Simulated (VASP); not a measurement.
CrO₂ (rutile): the cohesive energy from VASP (plane waves, PAW) at several levels of theory. Atoms are spin-polarised in a large box without symmetry, with the spin fixed by Hund's rule, and may not be in the lowest state of each functional; no zero-point energy is added.

```json
[
 {"level": "PBEsol", "cohesive energy (eV/atom)": "5.76"},
 {"level": "RPBE", "cohesive energy (eV/atom)": "4.81"},
 {"level": "PBE-D3(BJ)", "cohesive energy (eV/atom)": "5.49"}
]
```

The cell of the PBEsol run:

```
CrO2
1.0
    4.39492     0.00000     0.00000
    0.00000     4.39492     0.00000
    0.00000     0.00000     2.89303
Cr O
2 4
Direct
  0.00000   0.00000   0.00000
  0.50000   0.50000   0.50000
  0.30326   0.30326   0.00000
  0.80326   0.19674   0.50000
  0.19674   0.80326   0.50000
  0.69674   0.69674   0.00000
```
Starting moments (μB, in the order of the record's atoms Cr Cr O O O O): 2.1 2.1 -0.1 -0.1 -0.1 -0.1.

Only levels that ran to the end are used. Left out are those held back, those with too coarse a band path, GW runs whose mesh misses a band edge, hybrids' fits of cells that aren't cubic and levels without matching references; a question may draw on a part of the rest.
